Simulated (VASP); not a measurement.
# SnTe: energy against strain

SnTe (rock salt, Fm-3m, 30.293 Å³/atom and stress up to 0.10 GPa in the relaxed cell, cube axes along x, y and z) under an equal strain ε along x and y, with z held. LDA in VASP (plane waves, PAW), 480 eV, 8×8×8 Γ-centred mesh, Gaussian smearing 0.05 eV; ions are relaxed, or left where forces stay under 0.02 eV/Å, within the symmetry of each cell.

Here s stands for strain and y for E less E0.

```
strain (%)  E less E0 (meV/atom)
----------  --------------------
-3.00                          ?
-1.50                       7.43
-1.00                       3.42
-0.50                       0.97
0.00                        0.00
0.50                        0.43
1.00                        2.21
1.50                        5.25
```

Question: Using a parabola, estimate the missing y at s = -3.00 from the other rows, showing the fit.

Answer: Least squares gives y = -0.003 - 0.6786·s + 2.8190·s². Residuals (row less fit): 0.072, -0.075, -0.071, 0.003, 0.068, 0.073, -0.072; standard error 0.088 (degrees of freedom: 4). Twice the quadratic coefficient over the volume, 2 × 2.8190 meV × 10⁴ × 0.1602 / 30.293 Å³, is the elastic constants 2(C11 + C12) = 298 ± 4 GPa (± standard error of the fit, which holds the terms cut off). At the withheld row, y = -0.003 - 0.6786 × (-3.0) + 2.8190 × (-3.0)² = 27.404 meV/atom. The calculation gives 29.62 meV/atom, 2.216 meV/atom above the prediction (7.5 % of the range of y in the table). The row lies outside the fitted rows, so this is an extrapolation. From the scatter of the fitted rows alone, a prediction at this place has a standard error of 0.336 meV/atom, so the miss is 6.6 times that.

A polynomial of degree 3 through the 12 other runs of the series gives 29.57 there, so most of the miss is curvature that the fit leaves out. Spin-orbit coupling is left out, which can shift these values for the heavy elements here. SnTe stands in this structure, which distorts at low temperature. Rows are the converged runs of the series near zero and its far end; series whose fitted rows scatter by over a few per cent of the range, as at a crossing or softening among them, aren't shown in this form, nor equations of state whose B0' disagrees with the runs' pressures. Most that stay on the fit to the last digits aren't either.
